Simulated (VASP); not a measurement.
# BaC2 (R-3m) in VASP: a series of runs

One crystal, BaC2, is run at these levels: LDA; tasks: single point.

All numbers are computed with VASP 6.6.1; they aren't measurements. Logs are shortened: lines on timing, memory, paths and dates and some standing lists are left out, and cuts for length are marked.

## Step 1: Starting point

The structure is trigonal, space group R-3m (No. 166). Conventional cell: a = 4.799 Å, b = 4.799 Å, c = 8.883 Å, α = 90.00°, β = 90.00°, γ = 120.00°. Ba (site symmetry -3m) is surrounded by 6 C at 2.86 Å. C (site symmetry 3m) is surrounded by 1 C at 1.51 Å.

The cell comes from a database or a generator and needn't be the stable form of this composition.

## Step 2: Single point, LDA

INCAR reads:

```
  PREC = Accurate
  ENCUT = 520
  EDIFF = 1E-7
  ISMEAR = 0
  SIGMA = 0.05
  LREAL = F
  LASPH = T
  NELM = 100
  ALGO = Fast
  ISIF = 2
  LWAVE = F
  LCHARG = F
  GGA = CA
  NBANDS = 16
```

KPOINTS reads:

```
Automatic mesh
0
Gamma
  9 9 9
```

POSCAR reads:

```
BaC2
1.0
    2.3995184541      1.3853626254      2.9611139443
   -2.3995184541      1.3853626254      2.9611139443
    0.0000000000     -2.7707252508      2.9611139443
Ba C
1 2
Direct
    0.0000000000      0.0000000000      0.0000000000
    0.5849370000      0.5849370000      0.5849370000
    0.4150630000      0.4150630000      0.4150630000
```

Potentials or basis: VASP PAW LDA potentials, release 64 (Ba_sv, C).

On the command line:

```sh
> cat potpaw_LDA.64/Ba_sv/POTCAR potpaw_LDA.64/C/POTCAR > POTCAR
> mpirun -np 1 vasp_std > vasp.out
```

OUTCAR:

```text
PREC = Accurate
   ENCUT = 520
   EDIFF = 1E-7
   ISMEAR = 0
   LREAL = F
   LASPH = T
   NELM = 100
   ISIF = 2
   GGA = CA

 ion  position               nearest neighbor table
   1  0.000  0.000  0.000-   2 2.86   3 2.86   2 2.86   2 2.86   3 2.86   3 2.86
   2  0.585  0.585  0.585-   3 1.51   1 2.86   1 2.86   1 2.86
   3  0.415  0.415  0.415-   2 1.51   1 2.86   1 2.86   1 2.86

  LATTYP: Found a trigonal (rhomboedric) cell.
 ALAT       =     4.0552576005
 COS(alpha) =     0.2997690695

  Lattice vectors:

 A1 = (   2.3995184541,   1.3853626254,   2.9611139443)
 A2 = (  -2.3995184541,   1.3853626254,   2.9611139443)
 A3 = (   0.0000000000,  -2.7707252508,   2.9611139443)

Analysis of symmetry for initial positions (statically):
=====================================================================
 Subroutine PRICEL returns:
 Original cell was already a primitive cell.

 Routine SETGRP: Setting up the symmetry group for a
 trigonal (rhombohedral) supercell.

 Subroutine GETGRP returns: Found 12 space group operations
 (whereof 12 operations were pure point group operations)
 out of a pool of 12 trial point group operations.

The static configuration has the point symmetry D_3d.

Analysis of symmetry for dynamics (positions and initial velocities):
=====================================================================
 Subroutine PRICEL returns:
 Original cell was already a primitive cell.

 Routine SETGRP: Setting up the symmetry group for a
 trigonal (rhombohedral) supercell.

 Subroutine GETGRP returns: Found 12 space group operations
 (whereof 12 operations were pure point group operations)
 out of a pool of 12 trial point group operations.

The dynamic configuration has the point symmetry D_3d.

 Subroutine INISYM returns: Found 12 space group operations
 (whereof 12 operations are pure point group operations),
 and found     1 'primitive' translations

----------------------------------------------------------------------------------------

                                     Primitive cell

  volume of cell :      59.0601

  direct lattice vectors                    reciprocal lattice vectors
     2.399518454  1.385362625  2.961113944     0.208375143  0.120305445  0.112570249
    -2.399518454  1.385362625  2.961113944    -0.208375143  0.120305445  0.112570249
[... 87 lines left out ...]
   EDIFF  = 0.1E-06   stopping-criterion for ELM
   LREAL  =      F    real-space projection
   EDIFFG = 0.1E-05   stopping-criterion for IOM
   NSW    =      0    number of steps for IOM
   IBRION =     -1    ionic relax: 0-MD 1-quasi-New 2-CG
   NFREE  =      0    steps in history (QN), initial steepest desc. (CG)
   ISIF   =      2    stress and relaxation
   ISYM   =      2    0-nonsym 1-usesym 2-fastsym
   POTIM  = 0.5000    time-step for ionic-motion
   TEBEG  =    0.0;   TEEND  =   0.0 temperature during run
   PSTRESS=    0.0 pullay stress
   NELECT =      18.0000    total number of electrons
   NUPDOWN=      -1.0000    fix difference up-down
   EMIN   =  10.00;   EMAX   =-10.00  energy-range for DOS
   EFERMI =   0.00;   METHOD = LEGACY
   ISMEAR =     0;   SIGMA  =   0.05  broadening in eV -4-tet -1-fermi 0-gaus
   EFERMI_NEDOS =   21; number of points for ismear=-14 and -15
   IALGO  =     68    algorithm
   IMIX   =      4    mixing-type and parameters
     AMIX     =   0.40;   BMIX     =  1.00
     AMIX_MAG =   1.60;   BMIX_MAG =  1.00
  volume/ion in A,a.u.               =      19.69       132.85
  Fermi-wavevector in a.u.,A,eV,Ry     =   1.101711  2.081932 16.514305  1.213767
  Thomas-Fermi vector in A             =   2.238143
   LORBIT       =      0    0 simple, 1 ext, 2 COOP (PROOUT), +10 PAW based schemes
   GGA     = CA    functional components
   LHFCALC =     F    Hartree Fock is set to
   AEXX    =    0.0000 exact exchange contribution
   IVDW    =     0    specifies the selected vdW correction
   LEPSILON=     F    determine dielectric tensor
   LRPA    =     F    only Hartree local field effects (RPA)
 non-spin polarized calculation
 RMM-DIIS sequential band-by-band and
 Gauss-broadening in eV      SIGMA  =   0.05
  energy-cutoff  :      520.00
  volume of cell :       59.06
 maximum number of plane-waves:      1607
 NGX is ok and might be reduce to    30

 number of electron      17.9999999 magnetization

 Free energy of the ion-electron system (eV)
  ---------------------------------------------------
  ext. energy  EPLUGINS =         0.00000000
  ---------------------------------------------------
  free energy    TOTEN  =       -20.10054136 eV

  energy without entropy =      -20.10054136  energy(sigma->0) =      -20.10054136

 E-fermi :   1.9067     XC(G=0):  -9.7873

 val. band max:        1.6294178259   @ k =  -0.3333   0.4444   0.3333
 cond. band min:       2.5035561936   @ k =   0.0000   0.0000   0.0000
 fundamental gap:      0.8741383677
 Fermi energy:         1.9066751079

 k-point     1 :       0.0000    0.0000    0.0000
  band No.  band energies     occupation
      1     -24.6884      2.00000
      2      -9.7899      2.00000
      3      -9.7309      2.00000
      4      -9.7309      2.00000
      5      -9.6082      2.00000
      6      -1.6801      2.00000
[... 433 lines left out ...]
      3     -10.1587      2.00000
      4      -9.7981      2.00000
      5      -9.4338      2.00000
      6      -2.4116      2.00000
[... 8 lines left out ...]
     15       9.5760      0.00000
     16      10.2836      0.00000

 [... further k-points ...]

------------------------ aborting loop because EDIFF is reached ----------------------------------------

  FORCE on cell =-STRESS in cart. coord.  units (eV):
  Direction    XX          YY          ZZ          XY          YZ          ZX
  --------------------------------------------------------------------------------------
  -------------------------------------------------------------------------------------
  Total        0.6364252      0.6364252    -14.0666179      0.0000000     -0.0000000      0.0000000
  in kB       17.2648991     17.2648991   -381.5982201      0.0000000     -0.0000000      0.0000000
  external PRESSURE =    -115.6894740 kB  Pullay stress =       0.0000000 kB

 VOLUME and BASIS-vectors are now :
 -----------------------------------------------------------------------------
  energy-cutoff  :      520.00
  volume of cell :       59.06
      direct lattice vectors                 reciprocal lattice vectors
     2.399518454  1.385362625  2.961113944     0.208375143  0.120305445  0.112570249
    -2.399518454  1.385362625  2.961113944    -0.208375143  0.120305445  0.112570249
     0.000000000 -2.770725251  2.961113944     0.000000000 -0.240610889  0.112570249

 POSITION                                       TOTAL-FORCE (eV/Angst)
 -----------------------------------------------------------------------------------
      0.00000      0.00000      0.00000        -0.000000     -0.000000      0.000000
      0.00000      0.00000      5.19620         0.000000     -0.000000     -8.818011
      0.00000      0.00000      3.68715         0.000000      0.000000      8.818011
 -----------------------------------------------------------------------------------
    total drift:                                0.000000     -0.000000     -0.000000

  FREE ENERGIE OF THE ION-ELECTRON SYSTEM (eV)
  ---------------------------------------------------
  free  energy   TOTEN  =       -20.1005413582 eV

  energy  without entropy=      -20.1005413582  energy(sigma->0) =      -20.10054136
```

OSZICAR:

```text
N       E                     dE             d eps       ncg     rms          rms(c)
DAV:   1     0.699691095114E+02    0.69969E+02   -0.83521E+03  2720   0.101E+03
DAV:   2    -0.171813210349E+02   -0.87150E+02   -0.81211E+02  3792   0.183E+02
DAV:   3    -0.213892425831E+02   -0.42079E+01   -0.41929E+01  3832   0.398E+01
DAV:   4    -0.214522325461E+02   -0.62990E-01   -0.62980E-01  3712   0.469E+00
DAV:   5    -0.214533122793E+02   -0.10797E-02   -0.10797E-02  3880   0.456E-01    0.650E+00
RMM:   6    -0.202030547765E+02    0.12503E+01   -0.16760E+00  2899   0.528E+00    0.344E+00
RMM:   7    -0.201115096461E+02    0.91545E-01   -0.75867E-01  3332   0.367E+00    0.170E+00
RMM:   8    -0.201179833750E+02   -0.64737E-02   -0.19039E-01  3235   0.208E+00    0.609E-01
RMM:   9    -0.200991912899E+02    0.18792E-01   -0.53916E-02  3914   0.957E-01    0.199E-01
RMM:  10    -0.201001625955E+02   -0.97131E-03   -0.13699E-02  4270   0.421E-01    0.115E-01
RMM:  11    -0.201005333939E+02   -0.37080E-03   -0.27649E-03  4431   0.195E-01    0.706E-02
RMM:  12    -0.201005068139E+02    0.26580E-04   -0.11450E-03  4334   0.119E-01    0.198E-02
RMM:  13    -0.201005290965E+02   -0.22283E-04   -0.34806E-04  4612   0.647E-02    0.409E-03
RMM:  14    -0.201005378935E+02   -0.87970E-05   -0.76357E-05  4818   0.305E-02    0.468E-03
RMM:  15    -0.201005406658E+02   -0.27723E-05   -0.24732E-05  4577   0.164E-02    0.433E-03
RMM:  16    -0.201005409985E+02   -0.33272E-06   -0.71954E-06  4357   0.115E-02    0.102E-03
RMM:  17    -0.201005412722E+02   -0.27373E-06   -0.29274E-06  4120   0.539E-03    0.362E-04
RMM:  18    -0.201005413582E+02   -0.86001E-07   -0.75331E-07  3537   0.300E-03
   1 F= -.20100541E+02 E0= -.20100541E+02  d E =-.214527E-16
```

Wall time 42 s (1 thread of Intel Xeon 6975P-C (Granite Rapids), shared host); peak memory 0.2 GiB.

What came out:

```
Free energy            : -20.1005 eV
Pressure               : -11.6 GPa
Largest force          : 8.818 eV/Å
Band gap on the k mesh : 0.87 eV, indirect (least direct gap 1.08 eV)
```

Forces in eV/Å, atoms in the order of the input:
```
Ba   0.000  0.000  0.000
C    0.000  0.000 -8.818
C    0.000  0.000  8.818
```

Stress tensor (GPa, compression positive):
```
  1.73   0.00   0.00
  0.00   1.73   0.00
  0.00   0.00 -38.16
```

Caveat: spin-orbit coupling is left out, which moves the levels of the heavy elements; an odd mesh through Γ misses points on the zone boundary, where band edges often lie; forces of over 1 eV/Å show positions far from the minimum, so gaps and moduli don't describe the material at rest.

## Step 3: Single point, LDA

This run uses another cell than the first one, of the same volume but with other edges.

INCAR reads:

```
SYSTEM = BaC2
ALGO = Fast
EDIFF = 1E-6
ENCUT = 520
GGA = CA
ISIF = 2
ISMEAR = 0
LASPH = .TRUE.
LCHARG = .FALSE.
LREAL = .FALSE.
LWAVE = .FALSE.
NBANDS = 16
NELM = 100
PREC = Accurate
SIGMA = 0.05
```

KPOINTS reads:

```
k-points
0
G
  9 9 9
  0 0 0
```

POSCAR reads:

```
BaC2
1.0
    2.5765709864      1.4875839526      2.5681422986
   -2.5765709864      1.4875839526      2.5681422986
    0.0000000000     -2.9751679051      2.5681422987
Ba C
1 2
Direct
    0.0000000000      0.0000000000      0.0000000000
    0.5849370000      0.5849370000      0.5849370000
    0.4150630000      0.4150630000      0.4150630000
```

Potentials or basis: VASP PAW LDA potentials, release 64 (Ba_sv, C).

On the command line:

```sh
> cat potpaw_LDA.64/Ba_sv/POTCAR potpaw_LDA.64/C/POTCAR > POTCAR
> mpirun -np 1 vasp_std > vasp.out
```

Run time: 37 s. Hardware: 1 thread of Intel Xeon 6975P-C (Granite Rapids), shared host; peak memory 0.2 GiB.

Results (log left out):

| Quantity | Value |
| --- | --- |
| Free energy | -21.6155 eV |
| Pressure | -7.5 GPa |
| Largest force | 2.973 eV/Å |
| Band gap on the k mesh | 1.26 eV, indirect (least direct gap 1.97 eV) |

Forces on the atoms (eV/Å):
```
Ba   0.000  0.000  0.000
C    0.000  0.000 -2.973
C    0.000  0.000  2.973
```

Stress tensor (GPa, compression positive):
```
 -3.30   0.00   0.00
  0.00  -3.30   0.00
  0.00   0.00 -15.97
```

Levels at points of the mesh, in eV from the valence-band top:
```tsv
k point	band 5	band 6	band 7	band 8	band 9	band 10	band 11	band 12	band 13	band 14
(0.00, 0.00, 0.00)	-11.41	-2.53	-2.07	-0.71	-0.71	1.26	1.26	4.76	4.76	6.65
```

Caveat: spin-orbit coupling is left out, which moves the levels of the heavy elements; an odd mesh through Γ misses points on the zone boundary, where band edges often lie; forces of over 1 eV/Å show positions far from the minimum, so gaps and moduli don't describe the material at rest. Expect the measured gap to be larger: semilocal functionals such as LDA lack the derivative discontinuity.

## Step 4: Single point, LDA

This run uses another cell than the first one, of the same volume but with other edges.

INCAR reads:

```
SYSTEM = BaC2
ALGO = Fast ; EDIFF = 1E-6
ENCUT = 520 ; ISIF = 2
ISMEAR = 0 ; LASPH = .True.
LCHARG = .False. ; LREAL = .False.
LWAVE = .False. ; NBANDS = 16
NELM = 100 ; PREC = Accurate
SIGMA = 0.05
```

KPOINTS reads:

```
k-points
0
Gamma
  9 9 9
  0 0 0
```

POSCAR reads:

```
BaC2
1.0
    2.7645995726      1.5961423074      2.2306880209
   -2.7645995726      1.5961423074      2.2306880209
    0.0000000000     -3.1922846148      2.2306880209
Ba C
1 2
Direct
    0.0000000000      0.0000000000      0.0000000000
    0.5849370000      0.5849370000      0.5849370000
    0.4150630000      0.4150630000      0.4150630000
```

On the command line:

```sh
> cat potpaw_LDA.64/Ba_sv/POTCAR potpaw_LDA.64/C/POTCAR > POTCAR
> mpirun -np 1 vasp_std > vasp.out
```

It took 38 s on 1 thread of Intel Xeon 6975P-C (Granite Rapids), shared host; peak memory 0.2 GiB.

Results (log left out):

```yaml
Free_energy: -20.6952 eV
Pressure: 13.2 GPa
Largest_force: 13.092 eV/Å
Band_gap_on_the_k_mesh: 1.06 eV, indirect (least direct gap 2.70 eV)
```

Forces in eV/Å, atoms in the order of the input:
```
Ba    0.000   0.000   0.000
C     0.000   0.000  13.092
C     0.000   0.000 -13.092
```

Stress tensor (GPa, compression positive):
```
-5.93  0.00  0.00
 0.00 -5.93  0.00
 0.00  0.00 51.44
```

Levels at points of the mesh, in eV from the valence-band top:
```
           k point  band 7  band 8  band 9  band 10  band 11  band 12
(0.00, 0.00, 0.00)   -1.92   -1.65   -1.65     1.06     1.06     5.01
```

Caveat: the standard files for N, O and F lose accuracy on very short bonds; spin-orbit coupling is left out, which moves the levels of the heavy elements; an odd mesh through Γ misses points on the zone boundary, where band edges often lie; forces of over 1 eV/Å show positions far from the minimum, so gaps and moduli don't describe the material at rest.
